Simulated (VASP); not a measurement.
Calculation: PBE GGA, VASP's PBE PAW potentials (set 64) (plane waves; VASP).

VASP input:

**INCAR**
```
! general
SYSTEM  = PtSe2
PREC    = Accurate
ENCUT   = 700   ! plane-wave cut-off (eV)
LREAL   = .FALSE.   ! projection in real space or not
LASPH   = .TRUE.   ! aspherical one-centre terms

! electronic loop
EDIFF   = 1E-6   ! SCF stop (eV)
NELM    = 100
ALGO    = Normal
LMAXMIX = 6   ! l cut-off of mixed one-centre charges

! smearing
ISMEAR  = 0   ! Gaussian
SIGMA   = 0.05   ! width (eV)

! functional
GGA     = PE

! ions
ISIF    = 2

! output
LWAVE   = .FALSE.
LCHARG  = .FALSE.
```

KPOINTS:
```
Automatic mesh
0
Gamma
6 6 4
0 0 0
```

### POSCAR
```
PtSe2
3.7016980
  0.4908293437  -0.8712558399   0.0000000000
  0.4908293437   0.8712558399   0.0000000000
  0.0000000000   0.0000000000   1.3433759318
Pt Se
1 2
direct
  0.0000000000   0.0000000000   0.0000000000
  0.3333330000   0.6666670000   0.2550000000
  0.6876960000   0.3543620000   0.7450000000
```

POTCAR, in this order: Pt Se (PBE.64 set). Program: vasp_std.

Unless said otherwise, spin-orbit coupling is left out, though it shifts the bands of the heavy elements here.

Q: What does the run give for the energy per atom (σ→0), pressure, largest force, band gap (on the k-mesh)?

A: 
- energy per atom (σ→0) = -451.5 kJ/mol-atom
- band gap (on the k-mesh) = none (metal, semimetal or under 0.01 eV)
- pressure = 12.34 GPa
- largest force = 1.211 eV/Å

**OSZICAR**
```
...
DAV:   7    -0.140599395711E+02    0.16922E+00   -0.90129E-01  2315   0.103E+01    0.434E+00
DAV:   8    -0.140406467537E+02    0.19293E-01   -0.54875E-02  2476   0.190E+00    0.828E-01
DAV:   9    -0.140374926578E+02    0.31541E-02   -0.10536E-02  2574   0.111E+00    0.152E-01
DAV:  10    -0.140376819573E+02   -0.18930E-03   -0.11863E-03  2784   0.272E-01    0.492E-02
DAV:  11    -0.140376935025E+02   -0.11545E-04   -0.52263E-05  2826   0.721E-02    0.251E-02
DAV:  12    -0.140376932014E+02    0.30111E-06   -0.13485E-05  2588   0.348E-02    0.281E-03
DAV:  13    -0.140376936458E+02   -0.44438E-06   -0.97852E-07  1945   0.764E-03
   1 F= -.14037694E+02 E0= -.14037110E+02  d E =-.116792E-02
```

The compound is PtSe2 in the 1T layered structure. The cell was not relaxed at this level, atoms are displaced from their ideal sites. The k-mesh is coarse (spacing up to 0.33 per Å, 2π included), so the numbers may not be converged in it. The run is one of a series of settings (ENCUT = 700 against the base run), some of them coarse on purpose.
